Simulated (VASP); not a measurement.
Runs of VASP 6.6.1 on Au. Symmetry: Fm-3m, No. 225, cubic system. The conventional cell has a = 4.082 Å, b = 4.082 Å, c = 4.082 Å, α = 90.00°, β = 90.00°, γ = 90.00°. Around Au (site symmetry m-3m) lie 12 Au at 2.89 Å. 

```csv
level,k mesh,cutoff (eV),smearing,gap on the mesh (eV),pressure (GPa)
r2SCAN,18 × 18 × 18,520,gaussian 0.1 eV,none,5.6
PBEsol,18 × 18 × 18,900,gaussian 0.1 eV,none,0.1
PBEsol,18 × 18 × 18,520,gaussian 0.5 eV,none,(a)
PBEsol,18 × 18 × 18,700,gaussian 0.1 eV,none,0.1
PBEsol,26 × 26 × 26,520,gaussian 0.1 eV,none,-0.1
```

Alike in all rows: task single point; potentials or basis VASP PAW PBE potentials, release 64 (Au); no spin polarisation; cell as given.

Problem. Estimate the missing entries.

Solution. (a) 0.0.

Caveats: the PAW data sets were made with another functional, which shifts forces and pressure a little.

A k mesh can miss the band edges, and the runs leave out spin-orbit coupling on Au.

A gap of «none» marks a metal or a gap under the smearing width.
